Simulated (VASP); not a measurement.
```
CELL_PARAMETERS angstrom
      0.00000     1.99919     1.99919
      1.99919     0.00000     1.99919
      1.99919     1.99919     0.00000
ATOMIC_POSITIONS crystal
  Li 0.00000 0.00000 0.00000
  H  0.50000 0.50000 0.50000
```

The numbers are results of PBE GGA, VASP's PBE PAW potentials (set 64) (plane waves; VASP), not measurements. Settings: 520 eV cut-off, Gaussian smearing of 0.050 eV, potentials Li_sv H.

Question: Estimate the band gap (along the path) with the smallest direct gap where there is one.

Answer: 
```
Quantity                                Value
------------------------------------  -------
band gap (along the path)             2.97 eV
smallest direct gap (along the path)  2.97 eV
```

Only differences to runs with the same potentials and settings are physical.

The compound is LiH in the rock salt structure. It was relaxed first, which changed the volume by -6 %.
